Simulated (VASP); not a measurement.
Data:

```
CELL_PARAMETERS angstrom
      0.00000     2.32000     2.32000
      2.32000     0.00000     2.32000
      2.32000     2.32000     0.00000
ATOMIC_POSITIONS crystal
  Hf 0.00000 0.00000 0.00000
  C  0.50000 0.50000 0.50000
```

All values below come from revTPSS meta-GGA, VASP's PBE PAW potentials (set 64) (plane waves; VASP). Settings: 520 eV cut-off, 12×12×12 Γ-centred mesh, first-order Methfessel-Paxton smearing of 0.10 eV, potentials Hf_pv C.

Question: The ions, cell shape and volume are relaxed. Predict the relaxed structure.

Answer: 
```
CELL_PARAMETERS angstrom
      0.00000     2.31077     2.31077
      2.31077     0.00000     2.31077
      2.31077     2.31077     0.00000
ATOMIC_POSITIONS crystal
  Hf 0.00000 0.00000 0.00000
  C  0.50000 0.50000 0.50000
```
Space group Fm-3m (225), at a tolerance of 0.03 Å.

Question: How do energy and volume change from the first to the last step?

Answer: The energy (σ→0) changes by -1.4 meV/atom and the volume by -1.2 %, in 3 ionic steps.

The compound is HfC in the rock salt structure. This run relaxes it. Symmetry was kept, so distortions that lower it aren't found.
